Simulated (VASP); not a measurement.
Level of theory: PBE GGA, VASP's PBE PAW potentials (set 64) (plane waves; VASP 6.6.1).

VASP ran on this input.

File POSCAR:
```
W
1
   -1.5929847640     1.5929847640     1.5929847640
    1.5929847640    -1.5929847640     1.5929847640
    1.5929847640     1.5929847640    -1.5929847640
W
1
Direct
  0.0000000000   0.0000000000   0.0000000000
```

**KPOINTS**
```
Automatic mesh
0
Gamma
14 14 14
0 0 0
```

INCAR:
```
# general
SYSTEM  = W
PREC    = Accurate
ENCUT   = 480
LREAL   = .FALSE.   # projection in real space or not
LASPH   = .TRUE.

# electronic loop
EDIFF   = 1E-6   # SCF stop (eV)
NELM    = 100   # most electronic steps
ALGO    = Normal   # blocked Davidson
LMAXMIX = 6   # l cut-off of mixed one-centre charges

# smearing
ISMEAR  = 1
SIGMA   = 0.1

# functional
GGA     = PE

# ions
IBRION  = 2
NSW     = 60
ISIF    = 3   # ions, shape and volume
EDIFFG  = -0.01   # ionic stop

# output
LWAVE   = .FALSE.
LCHARG  = .FALSE.
```

POTCAR, in this order: W_sv (PBE.64 set). Program: vasp_std.

The resulting files:

OSZICAR:
```
       N       E                     dE             d eps       ncg     rms          rms(c)
DAV:   1     0.748386187723E+02    0.74839E+02   -0.75744E+03  2304   0.138E+03
DAV:   2    -0.120547182441E+02   -0.86893E+02   -0.84051E+02  2474   0.324E+02
DAV:   3    -0.135781726566E+02   -0.15235E+01   -0.15073E+01  2643   0.426E+01
DAV:   4    -0.135865094197E+02   -0.83368E-02   -0.83361E-02  2447   0.334E+00
DAV:   5    -0.135865782822E+02   -0.68863E-04   -0.68864E-04  2567   0.312E-01    0.202E+01
DAV:   6    -0.130849285407E+02    0.50165E+00   -0.59900E-01  2435   0.103E+01    0.792E+00
DAV:   7    -0.129516904606E+02    0.13324E+00   -0.31833E-01  2513   0.703E+00    0.698E-01
DAV:   8    -0.129469969679E+02    0.46935E-02   -0.35844E-03  2351   0.866E-01    0.105E-01
DAV:   9    -0.129470182207E+02   -0.21253E-04   -0.69819E-05  2644   0.109E-01    0.578E-02
DAV:  10    -0.129470159766E+02    0.22442E-05   -0.11506E-05  2459   0.500E-02    0.146E-02
DAV:  11    -0.129470166233E+02   -0.64675E-06   -0.20950E-07  1312   0.532E-03
   1 F= -.12947017E+02 E0= -.12947062E+02  d E =-.129470E+02
       N       E                     dE             d eps       ncg     rms          rms(c)
DAV:   1    -0.129506532983E+02   -0.36373E-02   -0.90459E-02  2348   0.477E+00    0.784E-01
DAV:   2    -0.129473147771E+02    0.33385E-02   -0.50182E-03  2339   0.961E-01    0.178E-01
DAV:   3    -0.129467619810E+02    0.55280E-03   -0.15302E-03  2393   0.516E-01    0.137E-01
DAV:   4    -0.129467614765E+02    0.50453E-06   -0.40672E-05  2377   0.851E-02    0.131E-02
DAV:   5    -0.129467611390E+02    0.33753E-06   -0.15460E-06  1688   0.161E-02
   2 F= -.12946761E+02 E0= -.12946825E+02  d E =0.255484E-03
       N       E                     dE             d eps       ncg     rms          rms(c)
DAV:   1    -0.129494323099E+02   -0.26708E-02   -0.56021E-02  2348   0.374E+00    0.624E-01
DAV:   2    -0.129473794894E+02    0.20528E-02   -0.30249E-03  2333   0.752E-01    0.143E-01
DAV:   3    -0.129470274131E+02    0.35208E-03   -0.99488E-04  2387   0.417E-01    0.113E-01
DAV:   4    -0.129470380707E+02   -0.10658E-04   -0.22524E-05  2364   0.639E-02    0.144E-02
DAV:   5    -0.129470375175E+02    0.55325E-06   -0.24189E-06  2366   0.204E-02
   3 F= -.12947038E+02 E0= -.12947087E+02  d E =-.208942E-04
```

File OUTCAR:
```
------------------------ aborting loop because EDIFF is reached ----------------------------------------
  FORCE on cell =-STRESS in cart. coord.  units (eV):
  Direction    XX          YY          ZZ          XY          YZ          ZX
  --------------------------------------------------------------------------------------
  Total       -0.0005181     -0.0005181     -0.0005181     -0.0000000     -0.0000000      0.0000000
  in kB       -0.0512802     -0.0512802     -0.0512802     -0.0000000     -0.0000000      0.0000000
  external PRESSURE =      -0.0512802 kB  Pullay stress =       0.0000000 kB
  volume of cell :       16.19
      direct lattice vectors                 reciprocal lattice vectors
    -1.593590062  1.593590062  1.593590062     0.000000000  0.313756977  0.313756977
     1.593590062 -1.593590062  1.593590062     0.313756977  0.000000000  0.313756977
     1.593590062  1.593590062 -1.593590062     0.313756977  0.313756977  0.000000000
 POSITION                                       TOTAL-FORCE (eV/Angst)
 -----------------------------------------------------------------------------------
     -0.00000      0.00000      0.00000         0.000000      0.000000      0.000000
 -----------------------------------------------------------------------------------
    total drift:                                0.000000      0.000000      0.000000
  FREE ENERGIE OF THE ION-ELECTRON SYSTEM (eV)
  ---------------------------------------------------
  free  energy   TOTEN  =       -12.9470375175 eV

  energy  without entropy=      -12.9471868997  energy(sigma->0) =      -12.94708731

 reached required accuracy - stopping structural energy minimisation
```
(Selected blocks of OUTCAR.)

### CONTCAR
```
W
   1.00000000000000
    -1.5935900622158250    1.5935900622158250    1.5935900622158250
     1.5935900622158250   -1.5935900622158250    1.5935900622158250
     1.5935900622158250    1.5935900622158250   -1.5935900622158250
  W
     1
Direct
     0.0000000000000000    0.0000000000000000    0.0000000000000000
```

File OUTCAR:
```
 val. band max:       11.2251624523   @ k =  -0.4286   0.5000   0.2857

 cond. band min:      11.2628292818   @ k =   0.5000   0.5000   0.2857


 Fermi energy:        11.2351910393

 k-point     1 :       0.0000    0.0000    0.0000
  band No.  band energies     occupation
      1     -63.0920      2.00000
      2     -26.6817      2.00000
      3     -26.6817      2.00000
      4     -26.6817      2.00000
      5       1.6222      2.00000
      6       9.9370      2.00000
      7       9.9370      2.00000
      8       9.9370      2.00000
      9      13.3447      0.00000
     10      13.3447      0.00000
     11      25.6133      0.00000

 k-point     2 :       0.0714    0.0000    0.0000
  band No.  band energies     occupation
      1     -63.0861      2.00000
      2     -26.7457      2.00000
      3     -26.7018      2.00000
      4     -26.6820      2.00000
      5       1.8623      2.00000
      6       9.7924      2.00000
      7       9.9022      2.00000
      8      10.1685      2.00000
      9      13.1213     -0.00000
     10      13.3468      0.00000
     11      25.8137      0.00000

 k-point     3 :       0.1429    0.0000    0.0000
  band No.  band energies     occupation
      1     -63.0693      2.00000
      2     -26.9222      2.00000
      3     -26.7577      2.00000
      4     -26.6828      2.00000
      5       2.5386      2.00000
      6       9.4122      2.00000
      7       9.7359      2.00000
      8      10.8507      2.00000
      9      12.7427     -0.00000
     10      13.3712      0.00000
     11      26.2294      0.00000

 k-point     4 :       0.2143    0.0000    0.0000
  band No.  band energies     occupation
      1     -63.0448      2.00000
      2     -27.1701      2.00000
      3     -26.8375      2.00000
      4     -26.6840      2.00000
      5       3.5005      2.00000
      6       8.9159      2.00000
      7       9.4289      2.00000
      8      11.9439     -0.00000
      9      12.6478     -0.00000
...
```

Unless said otherwise, spin-orbit coupling is left out, though it shifts the bands of the heavy elements here.

The compound is W in the bcc structure. This run relaxes it. Symmetry was kept, so distortions that lower it aren't found. The start is the result of an earlier pass.
